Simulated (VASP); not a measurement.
Method: PBEsol GGA, VASP's PBE PAW potentials (set 64) (plane waves; VASP 6.6.1).

VASP input:

**POSCAR**
```
SnO
1.0
  3.7392425671   0.0000000000   0.0000000000
  0.0000000000   3.7392425671   0.0000000000
  0.0000000000   0.0000000000   4.4294516929
Sn O
2 2
Cart
  1.8696212835   0.0000000000   3.2681776474
  0.0000000000   1.8696212835   1.1612740455
  1.8696212835   1.8696212835   4.4294516929
  0.0000000000   0.0000000000   0.0000000000
```

**KPOINTS**
```
Automatic mesh
0
Gamma
8 8 7
0 0 0
```

### INCAR
```
! general
SYSTEM   =  SnO
PREC     =  Accurate
ENCUT    =  620
LREAL    =  F
LASPH    =  T

! electronic loop
EDIFF    =  1E-6
NELM     =  100
ALGO     =  Normal
LMAXMIX  =  4

! smearing
ISMEAR   =  1
SIGMA    =  0.1

! functional
GGA      =  PS

! ions
IBRION   =  2
NSW      =  40
ISIF     =  3
EDIFFG   =  -0.02
PSTRESS  =  50

! output
LWAVE    =  F
LCHARG   =  F
```

POTCAR, in this order: Sn_d O (PBE.64 set). Program: vasp_std.

Q: What will the output report for the number of irreducible k-points (NKPTS), largest plane-wave count, number of space-group operations, FFT grid (NGX, NGY, NGZ)?

A: 
```yaml
number of irreducible k-points (NKPTS): 60
largest_plane_wave_count: 2192
number_of_space_group_operations: 16
FFT grid (NGX, NGY, NGZ): 30 × 30 × 36
```

The compound is SnO in the litharge structure. It was relaxed first under an external pressure of 5 GPa.
